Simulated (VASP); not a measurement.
Set up this calculation in VASP 6.6.1, as the native input.

```
Task                   : band structure
Functional             : PBE
Potentials or basis    : VASP PAW PBE potentials, release 64 (Ni, Mo_sv, Pd, Ir, W_sv)
Cutoff                 : 520 eV
k mesh                 : 7 × 7 × 5
Occupations            : fermi-dirac, width 0.05 eV
Spin                   : collinear spin, ferromagnetic start
Starting moments       : [1.0, 1.0, 0.0, 0.6, 0.0] μB
Further INCAR settings : ALGO = Normal; EDIFF = 1e-07
```

The structure of NiMoIrPdW lies in POSCAR:

```
NiMoIrPdW                               
1.0
    4.1491425501     -0.0000018871      0.0000006038
   -2.0745729094      3.5932643712     -0.0000006038
    0.0000007558     -0.0000004364      5.4055355404
  Ni              Mo              Pd              Ir              W             
     1     1     1     1     1
Direct
     0.9999996562747420    0.0000003437252582    0.0232887296331014
     0.6666672707361664    0.3333327292638326    0.4621884304479021
     0.3333329530811627    0.6666670469188380    0.7456021325063064
     0.3333332117111761    0.6666667882888251    0.2549678098394714
     0.6666669081967525    0.3333330918032464    0.9983928975732252
```

The cell was built by a generator and needn't be a form met in nature.

These files were run (other wordings do the same):

INCAR

```
PREC     = Accurate       # precision mode
ENCUT    = 520            # plane-wave cutoff, eV
EDIFF    = 1E-7           # SCF threshold, eV
ISMEAR   = -1             # smearing method
SIGMA    = 0.05           # smearing width, eV
LREAL    = F              # projectors in reciprocal space
LASPH    = T              # aspherical terms in the spheres
NELM     = 150            # most SCF steps
ALGO     = Normal         # electronic algorithm
ISIF     = 2              # what is computed and relaxed
LWAVE    = F              # write WAVECAR
LCHARG   = F              # write CHGCAR
ISPIN    = 2              # spin polarisation
MAGMOM   = 1 1 0 0.6 0    # initial moments
LORBIT   = 11             # projections on sites
LMAXMIX  = 4              # l up to which the mixer works
GGA      = PE             # functional
KPAR     = 4
```

KPOINTS

```
Automatic mesh
0
Gamma
  7 7 5
```

KPOINTS_OPT

```
path GMKGALHA,LM,KH
15
line-mode
reciprocal
 0.0000000000  0.0000000000  0.0000000000  G
 0.5000000000  0.0000000000  0.0000000000  M

 0.5000000000  0.0000000000  0.0000000000  M
 0.3333333333  0.3333333333  0.0000000000  K

 0.3333333333  0.3333333333  0.0000000000  K
 0.0000000000  0.0000000000  0.0000000000  G

 0.0000000000  0.0000000000  0.0000000000  G
 0.0000000000  0.0000000000  0.5000000000  A

 0.0000000000  0.0000000000  0.5000000000  A
 0.5000000000  0.0000000000  0.5000000000  L

 0.5000000000  0.0000000000  0.5000000000  L
 0.3333333333  0.3333333333  0.5000000000  H

 0.3333333333  0.3333333333  0.5000000000  H
 0.0000000000  0.0000000000  0.5000000000  A

 0.5000000000  0.0000000000  0.5000000000  L
 0.5000000000  0.0000000000  0.0000000000  M

 0.3333333333  0.3333333333  0.0000000000  K
 0.3333333333  0.3333333333  0.5000000000  H
```

Potentials or basis: VASP PAW PBE potentials, release 64 (Ni, Mo_sv, Pd, Ir, W_sv).

Launch:

```sh
$ cat potpaw_PBE.64/Ni/POTCAR potpaw_PBE.64/Mo_sv/POTCAR potpaw_PBE.64/Pd/POTCAR potpaw_PBE.64/Ir/POTCAR potpaw_PBE.64/W_sv/POTCAR > POTCAR
$ mpirun -np 4 vasp_std > vasp.out
```

Results of the run:

```
Pressure                                              : 0.0 GPa
Largest force                                         : 0.005 eV/Å
Band gap along the path                               : none (metal or under the smearing width)
Net moment                                            : 0.00 μB per cell
Valence electrons inside the program's atomic spheres : Ni 9.44; Mo 12.36; Pd 9.59; Ir 8.42; W 12.07
```

Caveat: spin-orbit coupling is left out, which moves the levels of the heavy elements.

It took 110 s on 4 MPI ranks on Intel(R) Xeon(R) Platinum 8559C (Emerald Rapids) (shared host), peak memory 0.44 GiB a rank.
